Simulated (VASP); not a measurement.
Level of theory: PBE GGA, VASP's PBE PAW potentials (set 64) (plane waves; VASP).

VASP ran on this input.

### INCAR
```
ALGO = Normal
LREAL = .False.   # projection in real space or not
EDIFF = 1E-6
PREC = Accurate
SYSTEM = Zr
ISIF = 2   # forces and stress, cell fixed
LMAXMIX = 4   # l cut-off of mixed one-centre charges
LWAVE = .False.
LASPH = .True.
ENCUT = 400   # plane-wave cut-off (eV)
GGA = PE
LCHARG = .False.
ISMEAR = 1
NELM = 100
SIGMA = 0.1
```

**POSCAR**
```
Zr
1
    1.6520830000    -2.7927280000     0.0000000000
    1.6520830000     2.7927280000     0.0000000000
    0.0000000000     0.0000000000     5.0252640000
Zr
2
Direct
  0.3333330000   0.6666670000   0.2500000000
  0.6756180000   0.3422840000   0.7500000000
```

KPOINTS:
```
Automatic
0
Gamma
  16 16 9
```

POTCAR, in this order: Zr_sv (PBE.64 set). Program: vasp_std.

What VASP printed:

### OSZICAR
```
       N       E                     dE             d eps       ncg     rms          rms(c)
DAV:   1     0.182992406557E+03    0.18299E+03   -0.12105E+04 20880   0.123E+03
DAV:   2    -0.472464772033E+01   -0.18772E+03   -0.18618E+03 26032   0.372E+02
DAV:   3    -0.175230412574E+02   -0.12798E+02   -0.12709E+02 39736   0.697E+01
DAV:   4    -0.177271126663E+02   -0.20407E+00   -0.20402E+00 22792   0.101E+01
DAV:   5    -0.177324615499E+02   -0.53489E-02   -0.53488E-02 32776   0.112E+00    0.144E+01
DAV:   6    -0.171321060689E+02    0.60036E+00   -0.96466E-01 21632   0.865E+00    0.570E+00
DAV:   7    -0.170147867589E+02    0.11732E+00   -0.63412E-01 30088   0.610E+00    0.114E+00
DAV:   8    -0.170203816041E+02   -0.55948E-02   -0.39695E-02 27656   0.168E+00    0.293E-01
DAV:   9    -0.170205728190E+02   -0.19121E-03   -0.18698E-03 25976   0.453E-01    0.382E-02
DAV:  10    -0.170205251281E+02    0.47691E-04   -0.42564E-05 31032   0.433E-02    0.232E-02
DAV:  11    -0.170205243042E+02    0.82398E-06   -0.10699E-05 23232   0.406E-02    0.443E-03
DAV:  12    -0.170205242632E+02    0.40975E-07   -0.29464E-07 16648   0.425E-03
   1 F= -.17020524E+02 E0= -.17020885E+02  d E =0.108092E-02
```

**OUTCAR**
```
------------------------ aborting loop because EDIFF is reached ----------------------------------------
  FORCE on cell =-STRESS in cart. coord.  units (eV):
  Direction    XX          YY          ZZ          XY          YZ          ZX
  --------------------------------------------------------------------------------------
  Total       -0.4472851      0.2552471      0.9831369     -0.0509358      0.0000000      0.0000000
  in kB      -15.4541668      8.8190544     33.9684096     -1.7598840      0.0000000      0.0000000
  external PRESSURE =       9.1110990 kB  Pullay stress =       0.0000000 kB
  volume of cell :       46.37
      direct lattice vectors                 reciprocal lattice vectors
     1.652083000 -2.792728000  0.000000000     0.302648233 -0.179036412  0.000000000
     1.652083000  2.792728000  0.000000000     0.302648233  0.179036412  0.000000000
     0.000000000  0.000000000  5.025264000     0.000000000  0.000000000  0.198994520
 POSITION                                       TOTAL-FORCE (eV/Angst)
 -----------------------------------------------------------------------------------
      1.65208      0.93091      1.25632         0.034982      0.046340     -0.000000
      1.68166     -0.93091      3.76895        -0.034982     -0.046340      0.000000
 -----------------------------------------------------------------------------------
    total drift:                                0.000001      0.000000     -0.000000
  FREE ENERGIE OF THE ION-ELECTRON SYSTEM (eV)
  ---------------------------------------------------
  free  energy   TOTEN  =       -17.0205242632 eV

  energy  without entropy=      -17.0216051863  energy(sigma->0) =      -17.02088457
```
(Selected blocks of OUTCAR.)

The compound is Zr in the hcp structure. The cell was not relaxed at this level, atoms are displaced from their ideal sites. The run is one of a series of settings (KPOINTS 16×16×9 Γ-centred mesh against the base run), some of them coarse on purpose.
